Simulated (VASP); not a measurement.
Output of a VASP run:

**OUTCAR**
```
 ion  position               nearest neighbor table
   1  0.000  0.000  0.000-   2 2.90   3 2.90   4 2.90   2 2.90   3 2.90   2 2.90   4 2.90   2 2.90
                             3 2.90   4 2.90   3 2.90   4 2.90
   2  0.000  0.500  0.500-   1 2.90   3 2.90   4 2.90   1 2.90   4 2.90   1 2.90   3 2.90   1 2.90
                             3 2.90   4 2.90   4 2.90   3 2.90
   3  0.500  0.000  0.500-   1 2.90   2 2.90   4 2.90   1 2.90   4 2.90   2 2.90   4 2.90   4 2.90
                             1 2.90   2 2.90   1 2.90   2 2.90
   4  0.500  0.500  0.000-   1 2.90   2 2.90   3 2.90   2 2.90   3 2.90   1 2.90   3 2.90   3 2.90
                             1 2.90   2 2.90   2 2.90   1 2.90
  LATTYP: Found a simple cubic cell.
 ALAT       =     4.1070298119
 Subroutine PRICEL returns:
 Original cell was already a primitive cell.
 Subroutine GETGRP returns: Found 48 space group operations
The static configuration has the point symmetry O_h .
The dynamic configuration has the point symmetry O_h .
 Subroutine INISYM returns: Found 48 space group operations
 Subroutine IBZKPT returns following result:
 Found     35 irreducible k-points:

 Following reciprocal coordinates:
            Coordinates               Weight
  0.000000  0.000000  0.000000      1.000000
  0.125000  0.000000  0.000000      6.000000
  0.250000  0.000000  0.000000      6.000000
  0.375000  0.000000  0.000000      6.000000
  0.500000  0.000000  0.000000      3.000000
  0.125000  0.125000  0.000000     12.000000
  0.250000  0.125000  0.000000     24.000000
  0.375000  0.125000  0.000000     24.000000
  0.500000  0.125000  0.000000     12.000000
  0.250000  0.250000  0.000000     12.000000
  0.375000  0.250000  0.000000     24.000000
  0.500000  0.250000  0.000000     12.000000
  0.375000  0.375000  0.000000     12.000000
  0.500000  0.375000  0.000000     12.000000
  0.500000  0.500000  0.000000      3.000000
  0.125000  0.125000  0.125000      8.000000
  0.250000  0.125000  0.125000     24.000000
  0.375000  0.125000  0.125000     24.000000
  0.500000  0.125000  0.125000     12.000000
  0.250000  0.250000  0.125000     24.000000
  0.375000  0.250000  0.125000     48.000000
  0.500000  0.250000  0.125000     24.000000
  0.375000  0.375000  0.125000     24.000000
  0.500000  0.375000  0.125000     24.000000
  0.500000  0.500000  0.125000      6.000000
  0.250000  0.250000  0.250000      8.000000
  0.375000  0.250000  0.250000     24.000000
  0.500000  0.250000  0.250000     12.000000
  0.375000  0.375000  0.250000     24.000000
  0.500000  0.375000  0.250000     24.000000
  0.500000  0.500000  0.250000      6.000000
  0.375000  0.375000  0.375000      8.000000
  0.500000  0.375000  0.375000     12.000000
  0.500000  0.500000  0.375000      6.000000
  0.500000  0.500000  0.500000      1.000000
   k-points           NKPTS =     35   k-points in BZ     NKDIM =     35   number of bands    NBANDS=     14
   number of dos      NEDOS =    301   number of ions     NIONS =      4
   total plane-waves  NPLWV =  32768
   dimension x,y,z NGX =    32 NGY =   32 NGZ =   32
   dimension x,y,z NGXF=    64 NGYF=   64 NGZF=   64
   ions per type =               1   3
   PREC   = accura    normal or accurate (medium, high low for compatibility)
   ISTART =      0    job   : 0-new  1-cont  2-samecut
   ICHARG =      2    charge: 1-file 2-atom 10-const
   ISPIN  =      1    spin polarized calculation?
   LNONCOLLINEAR =      F non collinear calculations
   LSORBIT =      F    spin-orbit coupling
   INIWAV =      1    electr: 0-lowe 1-rand  2-diag
   ENCUT  =  520.0 eV  38.22 Ry    6.18 a.u.   7.64  7.64  7.64*2*pi/ulx,y,z
   NELM   =    100;   NELMIN=  2; NELMDL= -5     # of ELM steps
   EDIFF  = 0.1E-06   stopping-criterion for ELM
   LREAL  =      F    real-space projection
   NLSPLINE    = F    spline interpolate recip. space projectors
   LMAXMIX     =    4 max onsite mixed and CHGCAR
   VOSKOWN=      0    Vosko Wilk Nusair interpolation
   EDIFFG = 0.1E-05   stopping-criterion for IOM
   NSW    =      0    number of steps for IOM
   NBLOCK =      1;   KBLOCK =      1    inner block; outer block
...
```

**OSZICAR**
```
       N       E                     dE             d eps       ncg     rms          rms(c)
DAV:   1     0.115760461888E+03    0.11576E+03   -0.82441E+03   980   0.128E+03
DAV:   2    -0.121746218273E+02   -0.12794E+03   -0.12581E+03   980   0.369E+02
DAV:   3    -0.201620566980E+02   -0.79874E+01   -0.76881E+01  1582   0.765E+01
DAV:   4    -0.203078191801E+02   -0.14576E+00   -0.14548E+00  1446   0.960E+00
DAV:   5    -0.203101274194E+02   -0.23082E-02   -0.23077E-02  1358   0.125E+00    0.871E+00
DAV:   6    -0.193719131026E+02    0.93821E+00   -0.48642E+00  1618   0.256E+01    0.307E+00
DAV:   7    -0.193225126547E+02    0.49400E-01   -0.98325E-02  1298   0.283E+00    0.179E+00
DAV:   8    -0.192982252599E+02    0.24287E-01   -0.41174E-02  1486   0.180E+00    0.234E-01
DAV:   9    -0.192979605844E+02    0.26468E-03   -0.30272E-03  1220   0.574E-01    0.100E-01
DAV:  10    -0.192979076694E+02    0.52915E-04   -0.20284E-04  1560   0.155E-01    0.630E-02
DAV:  11    -0.192979085385E+02   -0.86904E-06   -0.29774E-05  1524   0.415E-02    0.431E-02
DAV:  12    -0.192978998178E+02    0.87206E-05   -0.44816E-05  1578   0.789E-02    0.483E-03
DAV:  13    -0.192978997713E+02    0.46578E-07   -0.20155E-06  1534   0.165E-02    0.151E-03
DAV:  14    -0.192978998324E+02   -0.61182E-07   -0.33399E-07  1116   0.644E-03
   1 F= -.19297900E+02 E0= -.19297205E+02  d E =-.208355E-02
```

### OUTCAR
```
------------------------ aborting loop because EDIFF is reached ----------------------------------------
  FORCE on cell =-STRESS in cart. coord.  units (eV):
  Direction    XX          YY          ZZ          XY          YZ          ZX
  --------------------------------------------------------------------------------------
  Total       -0.0188894     -0.0188894     -0.0188894      0.0000000      0.0000000     -0.0000000
  in kB       -0.4368623     -0.4368623     -0.4368623      0.0000000      0.0000000     -0.0000000
  external PRESSURE =      -0.4368623 kB  Pullay stress =       0.0000000 kB
  volume of cell :       69.28
      direct lattice vectors                 reciprocal lattice vectors
     4.107029812  0.000000000  0.000000000     0.243484963  0.000000000  0.000000000
     0.000000000  4.107029812  0.000000000     0.000000000  0.243484963  0.000000000
     0.000000000  0.000000000  4.107029812     0.000000000  0.000000000  0.243484963
 POSITION                                       TOTAL-FORCE (eV/Angst)
 -----------------------------------------------------------------------------------
      0.00000      0.00000      0.00000         0.000000      0.000000      0.000000
      0.00000      2.05351      2.05351         0.000000      0.000000      0.000000
      2.05351      0.00000      2.05351         0.000000      0.000000      0.000000
      2.05351      2.05351      0.00000         0.000000      0.000000      0.000000
 -----------------------------------------------------------------------------------
    total drift:                                0.000000      0.000000      0.000000
  FREE ENERGIE OF THE ION-ELECTRON SYSTEM (eV)
  ---------------------------------------------------
  free  energy   TOTEN  =       -19.2978998324 eV

  energy  without entropy=      -19.2958162865  energy(sigma->0) =      -19.29720532
```
(Selected blocks of OUTCAR.)

File POSCAR:
```
Al3Sc
1
    4.1070298119     0.0000000000     0.0000000000
    0.0000000000     4.1070298119     0.0000000000
    0.0000000000     0.0000000000     4.1070298119
Sc Al
1 3
Direct
  0.0000000000   0.0000000000   0.0000000000
  0.0000000000   0.5000000000   0.5000000000
  0.5000000000   0.0000000000   0.5000000000
  0.5000000000   0.5000000000   0.0000000000
```

Problem. Write an INCAR and KPOINTS that could have produced this output.

Solution. One answer among several that fit: the input of the run itself, PBE GGA, plane waves, VASP's PBE PAW potentials (set 64).

INCAR:
```
SYSTEM  =  Al3Sc
PREC  =  Accurate; ENCUT  =  520; LREAL  =  F
LASPH  =  T
EDIFF  =  1E-7; NELM  =  100; ALGO  =  Normal
LMAXMIX  =  4
ISMEAR  =  1; SIGMA  =  0.1
GGA  =  PE
ISIF  =  2
LWAVE  =  F; LCHARG  =  F
```

### KPOINTS
```
Automatic mesh
0
Gamma
8 8 8
0 0 0
```

POTCAR, in this order: Sc_sv Al (PBE.64 set). Program: vasp_std.

The compound is Al3Sc in the L1_2 structure. It was relaxed first.
